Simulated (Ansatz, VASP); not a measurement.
# Ga8AsP7 (random zinc-blende alloy of GaAs and GaP) in two plane-wave programs

One calculation is typed for both programs; each brings its own data sets. How far apart do they land? The structure shown is the start of the Ansatz relaxation below; VASP solves that cell, so the two are compared at the walk's first step.

Calculated with Ansatz 0.2.0; plane waves, with VASP 6.6.1 beside it; single point at PBE.

## 1. Set-up

The cell holds 64 atoms: 32 Ga, 4 As and 28 P. Cell: a = 10.952 Å, b = 10.952 Å, c = 10.952 Å, α = 90.0°, β = 90.0°, γ = 90.0°. It derives from GaP. As first built, before any earlier steps moved the atoms (in the runner's words): zinc-blende GaAs, 2 x 2 x 2 conventional cells, 28 of 32 As sites given to P at random (x = 0.875), lattice by Vegard's rule (a = 5.476 A); every coordinate displaced by a Gaussian of 0.05 A.

## 2. Ansatz: relaxation, PBE

Ansatz runs on its default PAW (the set named soft_2) files.

The two programs are compared at the cell with which this relaxation starts, whose forces are those of its first step.

File input.yaml:

```yaml
crystal:
  lattice:
    - [10.9524, 0.0, 0.0]
    - [0.0, 10.9524, 0.0]
    - [0.0, 0.0, 10.9524]
  atoms:
    - { symbol: Ga, position: [0.99828, 0.00076, 0.00312] }
    - { symbol: As, position: [0.13377, 0.1241, 0.12153] }
    - { symbol: Ga, position: [0.99046, 0.24983, 0.24444] }
    - { symbol: P, position: [0.11848, 0.37422, 0.3803] }
    - { symbol: Ga, position: [0.24516, 0.99357, 0.25383] }
    - { symbol: P, position: [0.37455, 0.11707, 0.3736] }
    - { symbol: Ga, position: [0.24963, 0.25381, 0.00861] }
    - { symbol: P, position: [0.37701, 0.37701, 0.12989] }
    - { symbol: Ga, position: [0.00185, 0.00061, 0.50884] }
    - { symbol: P, position: [0.12958, 0.12479, 0.63026] }
    - { symbol: Ga, position: [9.0e-05, 0.24279, 0.7491] }
    - { symbol: P, position: [0.12399, 0.37378, 0.87312] }
    - { symbol: Ga, position: [0.25479, 0.0076, 0.75276] }
    - { symbol: P, position: [0.37606, 0.12668, 0.87273] }
    - { symbol: Ga, position: [0.25716, 0.25214, 0.50249] }
    - { symbol: P, position: [0.37349, 0.37062, 0.6211] }
    - { symbol: Ga, position: [0.00765, 0.49789, 0.00116] }
    - { symbol: P, position: [0.12847, 0.6263, 0.12286] }
    - { symbol: Ga, position: [0.99653, 0.7556, 0.2501] }
    - { symbol: P, position: [0.12552, 0.87791, 0.372] }
    - { symbol: Ga, position: [0.2526, 0.50433, 0.25483] }
    - { symbol: P, position: [0.37776, 0.62504, 0.37525] }
    - { symbol: Ga, position: [0.25409, 0.7544, 0.00017] }
    - { symbol: As, position: [0.38075, 0.87146, 0.12849] }
    - { symbol: Ga, position: [0.0018, 0.50048, 0.50077] }
    - { symbol: P, position: [0.12459, 0.62554, 0.63002] }
    - { symbol: Ga, position: [0.9952, 0.75346, 0.75614] }
    - { symbol: P, position: [0.12127, 0.87953, 0.87725] }
    - { symbol: Ga, position: [0.25427, 0.5052, 0.75322] }
    - { symbol: P, position: [0.37042, 0.61674, 0.87414] }
    - { symbol: Ga, position: [0.25458, 0.74979, 0.49535] }
    - { symbol: P, position: [0.37696, 0.87382, 0.62542] }
    - { symbol: Ga, position: [0.49547, 0.9986, 0.99774] }
    - { symbol: P, position: [0.62138, 0.13115, 0.1373] }
    - { symbol: Ga, position: [0.49596, 0.25723, 0.24017] }
    - { symbol: P, position: [0.62839, 0.37978, 0.38351] }
    - { symbol: Ga, position: [0.74846, 0.00405, 0.24233] }
    - { symbol: P, position: [0.87948, 0.12757, 0.37232] }
    - { symbol: Ga, position: [0.75502, 0.24259, 0.999] }
    - { symbol: P, position: [0.86956, 0.37664, 0.1291] }
    - { symbol: Ga, position: [0.50176, 0.99911, 0.50182] }
    - { symbol: P, position: [0.63205, 0.12466, 0.61226] }
    - { symbol: Ga, position: [0.50051, 0.25476, 0.7557] }
    - { symbol: P, position: [0.62792, 0.37773, 0.87275] }
    - { symbol: Ga, position: [0.74997, 0.99824, 0.74282] }
    - { symbol: P, position: [0.87258, 0.12631, 0.87076] }
    - { symbol: Ga, position: [0.75023, 0.24508, 0.49718] }
    - { symbol: P, position: [0.88194, 0.37589, 0.6222] }
    - { symbol: Ga, position: [0.50642, 0.49761, 0.0027] }
    - { symbol: P, position: [0.61817, 0.61751, 0.12071] }
    - { symbol: Ga, position: [0.49603, 0.7497, 0.24497] }
    - { symbol: As, position: [0.62244, 0.87649, 0.36996] }
    - { symbol: Ga, position: [0.74936, 0.50917, 0.24882] }
    - { symbol: P, position: [0.87467, 0.63065, 0.37476] }
    - { symbol: Ga, position: [0.74264, 0.74767, 0.00079] }
    - { symbol: P, position: [0.8712, 0.88877, 0.12448] }
    - { symbol: Ga, position: [0.49141, 0.49661, 0.5011] }
    - { symbol: P, position: [0.62482, 0.6318, 0.62949] }
    - { symbol: Ga, position: [0.50086, 0.75995, 0.74401] }
    - { symbol: P, position: [0.6239, 0.88142, 0.86757] }
    - { symbol: Ga, position: [0.75406, 0.49109, 0.74762] }
    - { symbol: As, position: [0.87742, 0.6222, 0.87103] }
    - { symbol: Ga, position: [0.7586, 0.74733, 0.50007] }
    - { symbol: P, position: [0.87349, 0.87719, 0.62395] }
kpoints:
  mp_grid: { grid: [2, 2, 2] }
hamiltonian:
  xc: pbe
scf:
  occupations: { method: fermi_dirac, width: 0.025 }
output:
  forces: true
relax:
  f_tol: 0.04
  max_steps: 150
  cell: {}
```

Run with:

```bash
$ ansatz run input.yaml --threads 8 --pin off --max-ram 15872MiB --backend cpu --events-out ev --progress --plain --runs-dir out
```

Numbers of over 12 decimals in the logs are rounded to 6 here.

Output:

```text
Engine: ansatz 0.2.0, aarch64-unknown-linux-gnu
Pseudopotentials: kind: paw
Pseudopotential: Ga, paw, valence charge 13, recommended cutoff 420 eV (normal), Ga.paw.azcp
Pseudopotential: As, paw, valence charge 15, recommended cutoff 420 eV (normal), As.paw.azcp
Pseudopotential: P, paw, valence charge 5, recommended cutoff 420 eV (normal), P.paw.azcp
Functional definition: PBE
  parameter kappa = 0.804
  parameter beta = 0.066725
  exchange = pbe_x(kappa = kappa, mu = beta*pi^2/3)
  correlation = pbe_c(beta = beta)
Crystal: 64 atoms, lattice volume = 1313.796 Å³
Basis set: ecut = 420 eV, 25677 PW (Γ), exchange–correlation on 150×150×150 points (8 copies of the dense FFT grid, shifted against one another)
Bands: 372, of which v1, the nominal top of the filled ones, is band 308 counted from 1 (307 counted from 0)
Symmetry: 1 space group operations
Space group: P1 (ITA 1), of the structure as read, at distance tolerance 1.1e-4 Å
k-points: 8
Non-local potential: Ga, projectors of the file, l = 0: 2, l = 1: 2, l = 2: 3, l = 3: 1
Non-local potential: As, projectors of the file, l = 0: 2, l = 1: 2, l = 2: 3, l = 3: 1
Non-local potential: P, projectors of the file, l = 0: 2, l = 1: 2, l = 2: 2
PAW form: soft (Blöchl's): semilocal exchange-correlation on the pseudo side does not see the compensation charge
PAW one-centre angular grid: Ga, 590 points (default); XC on 64 Gauss nodes
PAW one-centre angular grid: As, 590 points (default); XC on 64 Gauss nodes
PAW one-centre angular grid: P, 110 points (default); XC on 64 Gauss nodes
Initial density: superposition of atomic densities (neutral atoms: chi_scale 0, normalization atom), corrected by the library's trained network
Initial wavefunctions: pseudopotential atomic-orbital guess
Functional: x = pbe(κ = 0.804, μ = 0.219515), c = pbe(β = 0.066725)
SCF iter   1: F=—  HF=-161663.434892 eV  |F-HF|=—  |Δ(HF+E_count)|=         —  Δρ=1.26e-3  dr2=3.29e-2  ethr=1.77e-3  ⟨swp⟩=7.4  Hψ=13468  notcnv=0  defer=20
preconditioner: auto → Resta (q_TF=auto, 2.405 Å⁻¹)  ε∞=4.1  [insulator: Δε(μ)=1.391 eV  Ē_g=13.882 eV  σ=0.025 eV  W_gap=1.00  n_scr=304 (ndim 8)  ℏωp=24.6 eV  f_vac=0.018  D(μ)=0.00/eV (n_scr^D=0)  ε∞_Penn≈4.1]
SCF iter   2: F=—  HF=-161663.409944 eV  |F-HF|=—  |Δ(HF+E_count)|=   2.49e-2  Δρ=7.17e-4  dr2=9.76e-3  ethr=5.35e-6  ⟨swp⟩=3.0  Hψ=4809  notcnv=0  defer=446
SCF iter   3: F=—  HF=-161663.411827 eV  |F-HF|=—  |Δ(HF+E_count)|=   1.88e-3  Δρ=2.54e-4  dr2=1.05e-3  ethr=1.58e-6  ⟨swp⟩=2.0  Hψ=4983  notcnv=0  defer=446
SCF iter   4: F=—  HF=-161663.411845 eV  |F-HF|=—  |Δ(HF+E_count)|=   1.73e-5  Δρ=9.94e-5  dr2=2.09e-4  ethr=1.71e-7  ⟨swp⟩=2.0  Hψ=4983  notcnv=0  defer=446
SCF iter   5: F=—  HF=-161663.412025 eV  |F-HF|=—  |Δ(HF+E_count)|=   1.80e-4  Δρ=4.53e-5  dr2=3.19e-5  ethr=3.39e-8  ⟨swp⟩=2.0  Hψ=4823  notcnv=0  defer=446
SCF iter   6: F=—  HF=-161663.411131 eV  |F-HF|=—  |Δ(HF+E_count)|=   8.94e-4  Δρ=1.61e-5  dr2=4.27e-6  ethr=5.17e-9  ⟨swp⟩=2.0  Hψ=4983  notcnv=0  defer=446
SCF iter   7: F=—  HF=-161663.411135 eV  |F-HF|=—  |Δ(HF+E_count)|=   4.04e-6  Δρ=5.04e-6  dr2=3.24e-7  ethr=6.93e-10  ⟨swp⟩=3.0  Hψ=5153  notcnv=0  defer=446
SCF iter   8: F=-161663.411135 eV  HF=-161663.411135 eV  |F-HF|=2.88e-8  |Δ(HF+E_count)|=   5.47e-7  Δρ=1.35e-6  dr2=2.86e-8  ethr=1.62e-11  ⟨swp⟩=4.0  Hψ=10400  notcnv=0
SCF 1 converged in 8 iterations: F = -161663.411135 eV  dr2 = 2.86e-8
  greatest PAW one-centre occupation: 0.999 electrons in one spin orbital (limit 2), on the As atom at site 23 (counted from 0), in its partial waves of l = 2
relax step   1: F+E_penalty+E_count = -161663.41113516 eV  Δ(F+E_penalty+E_count) = +0.000e0 eV  max|allowed force component| = 2.334e0 eV/Å  Δτ_max = 0.0000 Å  P = +3.277 GPa  Ω = 1313.796 Å³  (8 SCF iters, dr2 threshold 1.00e-7 eV, accepted)
Crystal: 64 atoms, lattice volume = 1342.821 Å³
Basis set: ecut = 420 eV, 26163 PW (Γ), exchange–correlation on 150×150×150 points (8 copies of the dense FFT grid, shifted against one another)
Initial density: handed on by an earlier stage of this run
Initial wavefunctions: those handed on with the density
iter 1 solved again at ethr=8.64e-5 eV; its pass at ethr=3.10e-3 eV (dr2=5.32e-1 eV) is discarded
SCF iter   1: F=—  HF=-161666.489354 eV  |F-HF|=—  |Δ(HF+E_count)|=         —  Δρ=8.33e-3  dr2=5.32e-1  ethr=8.64e-5  ⟨swp⟩=8.0  Hψ=16364  notcnv=0  defer=25
preconditioner: auto → Resta (q_TF=auto, 2.396 Å⁻¹)  ε∞=4.1  [insulator: Δε(μ)=1.448 eV  Ē_g=13.824 eV  σ=0.025 eV  W_gap=1.00  n_scr=304 (ndim 8)  ℏωp=24.3 eV  f_vac=0.019  D(μ)=0.00/eV (n_scr^D=0)  ε∞_Penn≈4.1]
SCF iter   2: F=—  HF=-161666.423301 eV  |F-HF|=—  |Δ(HF+E_count)|=   6.61e-2  Δρ=4.37e-3  dr2=1.36e-1  ethr=8.63e-5  ⟨swp⟩=4.2  Hψ=3928  notcnv=0  defer=120
SCF iter   3: F=—  HF=-161666.420020 eV  |F-HF|=—  |Δ(HF+E_count)|=   3.28e-3  Δρ=6.93e-4  dr2=6.70e-3  ethr=2.21e-5  ⟨swp⟩=4.5  Hψ=5450  notcnv=0  defer=220
[...]
atom  11  Ga    -0.00039964    -0.00099949     0.00072863
  atom  12  P     -0.00071006     0.00073781    -0.00231873
  atom  13  Ga    -0.00032150    -0.00183821     0.00146486
  atom  14  P      0.00056903     0.00121691    -0.00035054
  atom  15  Ga     0.00006635    -0.00079000    -0.00129734
  atom  16  P     -0.00003545    -0.00020080    -0.00158061
  atom  17  Ga    -0.00042168    -0.00105430     0.00160424
  atom  18  P     -0.00013199    -0.00016112    -0.00250345
  atom  19  Ga     0.00008360     0.00040601    -0.00000319
  atom  20  P      0.00057386     0.00036945    -0.00145253
  atom  21  Ga    -0.00052237    -0.00103813     0.00063087
  atom  22  P     -0.00115105    -0.00031301    -0.00099975
  atom  23  Ga    -0.00066079    -0.00045004    -0.00024352
  atom  24  As    -0.00293694     0.00752212     0.00053069
  atom  25  Ga    -0.00037398    -0.00017790     0.00171348
  atom  26  P     -0.00026099     0.00098457    -0.00037578
  atom  27  Ga    -0.00030597     0.00138637    -0.00030984
  atom  28  P      0.00085352     0.00133270     0.00029899
  atom  29  Ga    -0.00000215    -0.00036383     0.00069511
  atom  30  P     -0.00038785    -0.00069540    -0.00101873
  atom  31  Ga    -0.00006790     0.00010199     0.00133439
  atom  32  P      0.00070505     0.00032586    -0.00193584
  atom  33  Ga    -0.00175089    -0.00081832     0.00029994
  atom  34  P     -0.00077021     0.00032143    -0.00177192
[...]
atom  57  Ga     0.00081850    -0.00031044     0.00088387
  atom  58  P      0.00114524    -0.00011242    -0.00103896
  atom  59  Ga    -0.00073948    -0.00051826     0.00163617
  atom  60  P      0.00143325    -0.00136371    -0.00125588
  atom  61  Ga    -0.00155175     0.00049742    -0.00004704
  atom  62  As    -0.00177466     0.00064362    -0.00064233
  atom  63  Ga     0.00062121    -0.00107656     0.00198728
  atom  64  P      0.00147725     0.00104711    -0.00146384
  max |Σ_I F_I| component: 1.71e-7 eV/Å
--- Stress (GPa, compression-positive) ---
        0.001016       0.005538      -0.003309
        0.005538       0.001536      -0.000549
       -0.003309      -0.000549      -0.001024
  P = ⅓ Tr σ = 0.0005 GPa (0.005 kbar)
--- Relaxed structure (4 steps of the walk, 4 accepted, 1 SCFs on fresh bases) ---
  F+E_penalty+E_count = -161666.82099854 eV   max|allowed force component| = 7.522e-3 eV/Å   (the final SCF, on the basis selected at the relaxed cell)
  cell:  # Å, volume = 1356.3141 Å³
    - [11.068838, -0.000512645, 0.000196595]
    - [-0.000512645, 11.069324, 9.00424264395115e-5]
    - [0.000196595, 9.00424264395115e-5, 11.069732]
  atoms:
    - { symbol: Ga, position: [0.997312, -0.0024968, -0.00412395] }
    - { symbol: As, position: [0.124345, 0.126892, 0.124786] }
    - { symbol: Ga, position: [0.997011, 0.254639, 0.253805] }
    - { symbol: P, position: [0.125360, 0.376737, 0.375995] }
    - { symbol: Ga, position: [0.250184, 1.000853, 0.256859] }
    - { symbol: P, position: [0.375383, 0.128041, 0.377018] }
    - { symbol: Ga, position: [0.254316, 0.253829, -0.00345711] }
    - { symbol: P, position: [0.376377, 0.376804, 0.124857] }
    - { symbol: Ga, position: [-2.4615355217276316e-5, 0.00132028, 0.500103] }
    - { symbol: P, position: [0.125344, 0.125939, 0.624923] }
    - { symbol: Ga, position: [0.000395589, 0.250642, 0.749724] }
    - { symbol: P, position: [0.126337, 0.375798, 0.873813] }
    - { symbol: Ga, position: [0.250369, 0.00135601, 0.750054] }
    - { symbol: P, position: [0.376322, 0.126904, 0.872785] }
    - { symbol: Ga, position: [0.249776, 0.251883, 0.500665] }
    - { symbol: P, position: [0.375332, 0.375844, 0.624939] }
    - { symbol: Ga, position: [0.0032682, 0.497050, 0.00327601] }
    - { symbol: P, position: [0.125376, 0.624727, 0.125911] }
    - { symbol: Ga, position: [1.000332, 0.750643, 0.250068] }
    - { symbol: P, position: [0.124312, 0.874785, 0.377059] }
    - { symbol: Ga, position: [0.250351, 0.500234, 0.250341] }
    - { symbol: P, position: [0.374321, 0.623598, 0.376093] }
    - { symbol: Ga, position: [0.246618, 0.747267, -0.003947] }
    - { symbol: As, position: [0.375359, 0.874942, 0.123913] }
    - { symbol: Ga, position: [0.000838225, 0.500780, 0.500219] }
    - { symbol: P, position: [0.126368, 0.625560, 0.623880] }
    - { symbol: Ga, position: [1.003743, 0.753552, 0.745860] }
    - { symbol: P, position: [0.125396, 0.875764, 0.872770] }
    - { symbol: Ga, position: [0.250541, 0.500846, 0.748927] }
    - { symbol: P, position: [0.375375, 0.624781, 0.873786] }
    - { symbol: Ga, position: [0.250750, 0.750317, 0.500041] }
    - { symbol: P, position: [0.374404, 0.875809, 0.625853] }
    - { symbol: Ga, position: [0.503429, 1.004813, 0.996391] }
    - { symbol: P, position: [0.626345, 0.128011, 0.123907] }
    - { symbol: Ga, position: [0.500551, 0.251224, 0.249844] }
    - { symbol: P, position: [0.625367, 0.375821, 0.375026] }
    - { symbol: Ga, position: [0.753714, 0.00474504, 0.246860] }
    - { symbol: P, position: [0.875309, 0.126823, 0.376009] }
    - { symbol: Ga, position: [0.750802, 0.251715, 0.999265] }
    - { symbol: P, position: [0.874400, 0.375813, 0.125855] }
    - { symbol: Ga, position: [0.497477, 1.004164, 0.503882] }
    - { symbol: P, position: [0.625393, 0.126886, 0.625806] }
    - { symbol: Ga, position: [0.500389, 0.251350, 0.749273] }
    - { symbol: P, position: [0.624435, 0.374848, 0.874685] }
    - { symbol: Ga, position: [0.750354, 1.000958, 0.749005] }
    - { symbol: P, position: [0.874427, 0.125946, 0.873726] }
    - { symbol: Ga, position: [0.749794, 0.250435, 0.499827] }
    - { symbol: P, position: [0.875381, 0.374761, 0.623888] }
    - { symbol: Ga, position: [0.500724, 0.500664, -0.000763627] }
    - { symbol: P, position: [0.625444, 0.623620, 0.124787] }
    - { symbol: Ga, position: [0.500245, 0.743322, 0.250386] }
    - { symbol: As, position: [0.626245, 0.875854, 0.375830] }
    - { symbol: Ga, position: [0.750408, 0.500660, 0.250079] }
    - { symbol: P, position: [0.876316, 0.624703, 0.375049] }
    - { symbol: Ga, position: [0.746558, 0.753707, 0.00305455] }
    - { symbol: P, position: [0.875347, 0.875782, 0.124850] }
    - { symbol: Ga, position: [0.499888, 0.500071, 0.499921] }
    - { symbol: P, position: [0.624388, 0.624716, 0.624894] }
    - { symbol: Ga, position: [0.500198, 0.750857, 0.749866] }
    - { symbol: P, position: [0.625321, 0.876807, 0.873779] }
    - { symbol: Ga, position: [0.747098, 0.496909, 0.746985] }
    - { symbol: As, position: [0.875408, 0.625662, 0.874762] }
    - { symbol: Ga, position: [0.754124, 0.747414, 0.503506] }
    - { symbol: P, position: [0.876209, 0.876722, 0.624853] }
```

Reading the cycles: dr2 is the Hartree energy of the density residual (eV), the measure of convergence; HF is the Harris–Foulkes estimate of the energy, which meets the free energy F at convergence.

(Part 1 of 2 ends here.)

[Lines on the potential files, build, host, timing and source positions are cut from VASP's logs without a mark.]

[Logs are printed without paths, hosts, clocks, repeated set-up lines and the standing remarks that a program may print on its own settings, such as how far it seeks lower states.]

[Hosts, paths, dates, database ids (printed as entryN), source tags and the programs' standing remarks are cut or masked in the printed files.]
